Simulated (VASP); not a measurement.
Given:

```yaml
crystal:
  lattice:
    - [0.00000, 2.99814, 2.99814]
    - [2.99814, 0.00000, 2.99814]
    - [2.99814, 2.99814, 0.00000]
  atoms:
    - { symbol: Ca, position: [0.00000, 0.00000, 0.00000] }
    - { symbol: Se, position: [0.50000, 0.50000, 0.50000] }
```

Method: SCAN meta-GGA, VASP's PBE PAW potentials (set 64) (plane waves; VASP). Numerical set-up: 520 eV cut-off, 8×8×8 Γ-centred mesh, Gaussian smearing of 0.050 eV, potentials Ca_sv Se.

Task: The job: CaSe (rock salt), 2 atoms, SCAN, static run, 520 eV, 8×8×8 Γ-centred mesh. Roughly how much core time does it take on a busy server core?

Result: About 80 core-seconds (one run on a shared machine, a rough figure). It had 29 irreducible k-points, 12 bands, up to 1475 plane waves and 21 electronic steps.

The compound is CaSe in the rock salt structure. This cell is one point of a volume scan, at 1.03 of the reference volume.
